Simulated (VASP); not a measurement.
All values below come from PW91 GGA, VASP's PBE PAW potentials (set 64) (plane waves; VASP 6.6.1).

VASP input:

**INCAR**
```
SIGMA=0.1
ENCUT=520   ! plane-wave cut-off (eV)
LWAVE=.False.
ALGO=Normal
IBRION=2   ! conjugate gradients
SYSTEM=Ho
ISMEAR=1   ! Methfessel-Paxton
LREAL=.False.   ! projection in real space or not
GGA=91
LMAXMIX=6   ! l cut-off of mixed one-centre charges
PREC=Accurate
EDIFFG=-0.01   ! ionic stop
EDIFF=1E-7   ! SCF stop (eV)
NELM=100
NSW=30
LASPH=.True.   ! aspherical one-centre terms
LCHARG=.False.
ISIF=4
```

File POSCAR:
```
Ho
1
    1.8015632865    -3.1203992009     0.0000000000
    1.8015632865     3.1203992009     0.0000000000
    0.0000000000     0.0000000000     5.5439284354
Ho
2
Direct
  0.3333330000   0.6666670000   0.2500000000
  0.6666670000   0.3333330000   0.7500000000
```

KPOINTS:
```
Automatic mesh
0
Gamma
12 12 7
0 0 0
```

POTCAR, in this order: Ho_3 (PBE.64 set). Program: vasp_std.

The 4f electrons are frozen in the core of the lanthanide potential, so 4f levels, which can set the real gap, and their magnetism are missing.

### Question
Predict the energy per atom (σ→0), band gap (on the k-mesh).

### Answer

* **energy per atom (σ→0)**: -4521 meV/atom
* **band gap (on the k-mesh)**: none (metal, semimetal or under 0.01 eV)

OSZICAR:
```
...
       N       E                     dE             d eps       ncg     rms          rms(c)
DAV:   1    -0.904453685716E+01   -0.23047E-02   -0.10500E-01  2901   0.293E+00    0.217E-01
DAV:   2    -0.904320812294E+01    0.13287E-02   -0.28939E-03  3131   0.676E-01    0.137E-01
DAV:   3    -0.904257691071E+01    0.63121E-03   -0.76447E-04  3531   0.261E-01    0.779E-02
DAV:   4    -0.904257649445E+01    0.41627E-06   -0.10661E-04  3091   0.838E-02    0.315E-02
DAV:   5    -0.904257667740E+01   -0.18296E-06   -0.49063E-06  3696   0.254E-02    0.387E-03
DAV:   6    -0.904257662654E+01    0.50869E-07   -0.19852E-07  2223   0.423E-03
   3 F= -.90425766E+01 E0= -.90418230E+01  d E =-.134321E-02
```

The compound is Ho in the hcp structure. This run relaxes it. Symmetry was kept, so distortions that lower it aren't found.
